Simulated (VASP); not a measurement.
Ta:

```
CELL_PARAMETERS angstrom
-1.65150 1.65150 1.65150
1.65150 -1.65150 1.65150
1.65150 1.65150 -1.65150
ATOMIC_POSITIONS crystal
Ta 0.00000 0.00000 0.00000
```

| Item | Value |
| --- | --- |
| Program | VASP 6.6.1 |
| Task | relaxation of cell and atoms |
| Functional | PBE |
| Potentials or basis | VASP PAW PBE potentials, release 64 (Ta_pv) |
| Cutoff | 600 eV |
| k mesh | 23 × 23 × 23 |
| Occupations | fermi-dirac, width 0.05 eV |
| Spin | no spin polarisation |

At the start: pressure 3.2 GPa; volume 18.02 Å³/atom.

Question: How do energy, volume and symmetry change on relaxing?

Answer: Over 3 steps the energy falls by 2.8 meV/atom and the volume is 18.30 Å³/atom (+1.6 %); space group Im-3m (No. 229, to 0.05 Å).

The path:
```
step  energy change (eV)  largest force (eV/Å)  pressure (GPa)  volume (Å³)
   1              0.0000                0.0000            3.16        18.02
   2              0.0112                0.0000           -6.59        18.96
   3             -0.0028                0.0000           -0.02        18.30
```

Final structure:
```
Ta
1.0
    -1.66022    1.66022    1.66022
     1.66022   -1.66022    1.66022
     1.66022    1.66022   -1.66022
Ta
1
Direct
  0.00000 0.00000 0.00000
```
